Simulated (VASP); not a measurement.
Data:

```xyz
5
Lattice="-1.9932 1.9932 4.7873 1.9932 -1.9932 4.7873 1.9932 1.9932 -4.7873" Properties=species:S:1:pos:R:3 pbc="T T T"
Ce    -1.9932     1.9932     4.7873
Co     1.9932     0.0000     2.3937
Si     1.9932     1.9932     1.2050
Si     1.9932     1.9932    -1.2050
Cu     0.0000     1.9932     2.3937
```

These are PBEsol GGA, VASP's PBE PAW potentials (set 64) (plane waves; VASP) values and carry that method's errors. Numerical set-up: 400 eV cut-off, 12×12×12 Γ-centred mesh, tetrahedra with Blöchl corrections, potentials Ce Co Si Cu.

The cores are frozen, which limits the accuracy of field gradients.

Q: Give the principal components of the electric field gradient (V/Å²) and the asymmetry η at each nucleus.

A: 
```
atom    Vxx   Vyy    Vzz     η
----  -----  ----  -----  ----
Ce1    -0.5  -0.5    1.0  0.00
Co2     9.2   9.2  -18.4  0.00
Si3   -21.3  -0.3   21.6  0.97
Si4   -21.3  -0.3   21.6  0.97
Cu5    -4.5  -4.5    9.1  0.00
```

The structure comes from a computed database's CeCoCuSi2 entry (I-4m2); how it stands against other phases isn't given here. It was relaxed first. The run is not spin-polarised, so no magnetic state was tried.
